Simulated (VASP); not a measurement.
Input for VASP

### INCAR
```
SYSTEM = Si
PREC = Accurate
ENCUT = 400
EDIFF = 1E-6
NELM = 60
ALGO = VeryFast
LREAL = .FALSE.
LASPH = .TRUE.
ISMEAR = 0
SIGMA = 0.05
GGA = PE
LWAVE = .FALSE.
LCHARG = .FALSE.
ISIF = 2
NELMDL = -1
```

POSCAR:
```
Si
1
    0.0000000000     2.7155000000     2.7155000000
    2.7155000000     0.0000000000     2.7155000000
    2.7155000000     2.7155000000     0.0000000000
Si
2
Direct
  0.0000000000   0.0000000000   0.0000000000
  0.2500000000   0.2500000000   0.2500000000
```

File KPOINTS:
```
Automatic mesh
0
Gamma
6 6 6
0 0 0
```

POTCAR, in this order: Si (PBE.64 set). Program: vasp_std.

The run wrote:

File standard output:
```
...
RMM:  21     0.100990211929E+03   -0.41362E-01   -0.41404E-01   492   0.101E+01    0.175E+00
RMM:  22     0.100959967406E+03   -0.30245E-01   -0.30572E-01   486   0.980E+00    0.186E+00
RMM:  23     0.100930806617E+03   -0.29161E-01   -0.30684E-01   484   0.955E+00    0.728E-01
RMM:  24     0.100915393430E+03   -0.15413E-01   -0.15205E-01   490   0.924E+00    0.569E-01
RMM:  25     0.100899607342E+03   -0.15786E-01   -0.15537E-01   488   0.895E+00    0.879E-01
RMM:  26     0.100887866188E+03   -0.11741E-01   -0.11558E-01   491   0.869E+00    0.907E-01
RMM:  27     0.100878784058E+03   -0.90821E-02   -0.87460E-02   484   0.846E+00    0.108E+00
RMM:  28     0.100872203608E+03   -0.65805E-02   -0.64883E-02   489   0.824E+00    0.108E+00
RMM:  29     0.100867631152E+03   -0.45725E-02   -0.49278E-02   484   0.804E+00    0.105E+00
RMM:  30     0.100865706009E+03   -0.19251E-02   -0.21034E-02   485   0.785E+00    0.920E-01
RMM:  31     0.100865925089E+03    0.21908E-03   -0.10570E-03   486   0.768E+00    0.803E-01
RMM:  32     0.100865287249E+03   -0.63784E-03   -0.88946E-03   484   0.751E+00    0.512E-01
RMM:  33     0.100868382883E+03    0.30956E-02    0.29407E-02   484   0.735E+00    0.254E-01
RMM:  34     0.100871221810E+03    0.28389E-02    0.28766E-02   488   0.718E+00    0.981E-02
RMM:  35     0.100877906995E+03    0.66852E-02    0.67274E-02   490   0.701E+00    0.109E-01
RMM:  36     0.100881713333E+03    0.38063E-02    0.38769E-02   487   0.686E+00    0.910E-02
RMM:  37     0.100888349136E+03    0.66358E-02    0.66857E-02   485   0.672E+00    0.106E-01
RMM:  38     0.100892125317E+03    0.37762E-02    0.38450E-02   477   0.658E+00    0.112E-01
RMM:  39     0.100900296644E+03    0.81713E-02    0.82246E-02   468   0.645E+00    0.102E-01
RMM:  40     0.100906359521E+03    0.60629E-02    0.61253E-02   470   0.633E+00    0.133E-01
RMM:  41     0.100915103863E+03    0.87443E-02    0.87825E-02   465   0.621E+00    0.157E-01
RMM:  42     0.100921453982E+03    0.63501E-02    0.64128E-02   469   0.609E+00    0.181E-01
RMM:  43     0.100929676963E+03    0.82230E-02    0.82577E-02   465   0.598E+00    0.213E-01
RMM:  44     0.100935359772E+03    0.56828E-02    0.57331E-02   463   0.588E+00    0.225E-01
RMM:  45     0.100942691864E+03    0.73321E-02    0.73657E-02   454   0.578E+00    0.260E-01
RMM:  46     0.100947517158E+03    0.48253E-02    0.48717E-02   453   0.568E+00    0.271E-01
RMM:  47     0.100953762082E+03    0.62449E-02    0.62785E-02   460   0.558E+00    0.289E-01
RMM:  48     0.100957684402E+03    0.39223E-02    0.39648E-02   452   0.549E+00    0.302E-01
RMM:  49     0.100962871211E+03    0.51868E-02    0.52196E-02   456   0.540E+00    0.339E-01
RMM:  50     0.100966017786E+03    0.31466E-02    0.31895E-02   456   0.532E+00    0.351E-01
RMM:  51     0.100970260463E+03    0.42427E-02    0.42760E-02   465   0.524E+00    0.388E-01
RMM:  52     0.100972763528E+03    0.25031E-02    0.25599E-02   467   0.516E+00    0.377E-01
RMM:  53     0.100976156038E+03    0.33925E-02    0.34270E-02   467   0.508E+00    0.418E-01
RMM:  54     0.100977926717E+03    0.17707E-02    0.17975E-02   466   0.500E+00    0.433E-01
RMM:  55     0.100980566315E+03    0.26396E-02    0.26584E-02   458   0.493E+00    0.469E-01
RMM:  56     0.100981860426E+03    0.12941E-02    0.13193E-02   466   0.486E+00    0.486E-01
RMM:  57     0.100983647210E+03    0.17868E-02    0.17755E-02   477   0.480E+00    0.512E-01
RMM:  58     0.100984593170E+03    0.94596E-03    0.97011E-03   465   0.473E+00    0.529E-01
RMM:  59     0.100986128056E+03    0.15349E-02    0.15377E-02   467   0.467E+00    0.566E-01
RMM:  60     0.100986787368E+03    0.65931E-03    0.68084E-03   464   0.460E+00

 -----------------------------------------------------------------------------
|                                                                             |
|           W    W    AA    RRRRR   N    N  II  N    N   GGGG   !!!           |
|           W    W   A  A   R    R  NN   N  II  NN   N  G    G  !!!           |
|           W    W  A    A  R    R  N N  N  II  N N  N  G       !!!           |
|           W WW W  AAAAAA  RRRRR   N  N N  II  N  N N  G  GGG   !            |
|           WW  WW  A    A  R   R   N   NN  II  N   NN  G    G                |
|           W    W  A    A  R    R  N    N  II  N    N   GGGG   !!!           |
|                                                                             |
|     The electronic self-consistency was not achieved in the given           |
|     number of steps (NELM). The forces and other quantities evaluated       |
|     might not be reliable so examine the results carefully. If you find     |
|     spurious results, we suggest increasing NELM, if you were close to      |
|     convergence or switching to a different ALGO or adjusting the           |
|     density mixing parameters otherwise.                                    |
|                                                                             |
 -----------------------------------------------------------------------------

   1 F= 0.10098679E+03 E0= 0.10098679E+03  d E =-.658860E-23
```

### OUTCAR
```
------------------------ aborting loop EDIFF was not reached (unconverged)  ----------------------------
  FORCE on cell =-STRESS in cart. coord.  units (eV):
  Direction    XX          YY          ZZ          XY          YZ          ZX
  --------------------------------------------------------------------------------------
  Total       60.9226518     60.9226518     60.9226518      0.0000000     -0.0000000      0.0000000
  in kB     2437.3054754   2437.3054754   2437.3054754      0.0000000     -0.0000000      0.0000000
  external PRESSURE =    2437.3054754 kB  Pullay stress =       0.0000000 kB
  volume of cell :       40.05
      direct lattice vectors                 reciprocal lattice vectors
     0.000000000  2.715500000  2.715500000    -0.184128153  0.184128153  0.184128153
     2.715500000  0.000000000  2.715500000     0.184128153 -0.184128153  0.184128153
     2.715500000  2.715500000  0.000000000     0.184128153  0.184128153 -0.184128153
 POSITION                                       TOTAL-FORCE (eV/Angst)
 -----------------------------------------------------------------------------------
      0.00000      0.00000      0.00000        -0.000000     -0.000000      0.000000
      1.35775      1.35775      1.35775         0.000000      0.000000     -0.000000
 -----------------------------------------------------------------------------------
    total drift:                               -0.000000      0.000000      0.000000
  FREE ENERGIE OF THE ION-ELECTRON SYSTEM (eV)
  ---------------------------------------------------
  free  energy   TOTEN  =       100.9867873678 eV

  energy  without entropy=      100.9867873678  energy(sigma->0) =      100.98678737
```
(Selected blocks of OUTCAR.)

Problem. Read input and log: which fault does this run have?
A. POTCAR lists the elements in another order than POSCAR
B. POTIM is too large for the ionic optimiser
C. ALGO = VeryFast starts from random orbitals with almost no delay (NELMDL = -1)
D. the lattice vectors carry noise near SYMPREC

Solution. C, ALGO = VeryFast starts from random orbitals with almost no delay (NELMDL = -1). The run did not converge; its last values are not results. Against the sound run, the energy per atom (σ→0) increases by 55.904 eV/atom; the pressure rises by 241.73 GPa; the band gap drops by 0.71 eV.

To mend it, set ALGO = Normal, remove NELMDL.

The mended run (PBE GGA, plane waves, VASP's PBE PAW potentials (set 64)) converges, and its OSZICAR ends with
```
   1 F= -.10820774E+02 E0= -.10820774E+02  d E =-.320666E-11
```

The compound is Si in the diamond structure. The cell was not relaxed at this level.
